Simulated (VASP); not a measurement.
Input:

```xyz
5
Lattice="4.0747 0.0000 0.0000 0.0000 4.0747 0.0000 0.0000 0.0000 4.0747" Properties=species:S:1:pos:R:3 pbc="T T T"
Hf     2.0373     2.0373     2.0373
Pb     0.0000     0.0000     0.0000
O      0.0000     2.0373     2.0373
O      2.0373     0.0000     2.0373
O      2.0373     2.0373     0.0000
```

These are LDA (Ceperley-Alder, Perdew-Zunger), VASP's LDA PAW potentials (set 64) (plane waves; VASP) values and carry that method's errors. Numerical set-up: 520 eV cut-off, Gaussian smearing of 0.050 eV, potentials Hf_pv Pb_d O.

Unless said otherwise, spin-orbit coupling is left out, though it shifts the bands of the heavy elements here.

Q: Give the energies of bands 12 to 24 at the high-symmetry points, in eV from the valence-band maximum.

A: 
| band | Γ | X | M | R |
|---|---|---|---|---|
| 12 | -6.15 | -7.14 | -7.61 | -5.93 |
| 13 | -2.91 | -4.39 | -4.48 | -5.01 |
| 14 | -2.91 | -2.84 | -4.17 | -5.01 |
| 15 | -2.91 | -2.84 | -2.69 | -5.01 |
| 16 | -1.19 | -1.83 | -2.69 | -4.65 |
| 17 | -1.19 | -1.83 | -2.32 | -4.15 |
| 18 | -1.19 | -1.44 | -2.32 | -4.15 |
| 19 | -0.49 | -0.54 | -1.58 | -0.13 |
| 20 | -0.49 | -0.54 | -0.99 | -0.13 |
| 21 | -0.49 | 0.00 | -0.10 | -0.13 |
| 22 | 4.08 | 2.38 | 4.36 | 5.90 |
| 23 | 4.08 | 4.13 | 4.57 | 5.90 |
| 24 | 4.08 | 5.30 | 4.57 | 5.90 |

The gap is direct, 2.38 eV, from the valence maximum at X to the conduction minimum at X.

The structure comes from a computed database's HfPbO3 entry (Pm-3m); how it stands against other phases isn't given here. It was relaxed first, which changed the volume by -6 %.
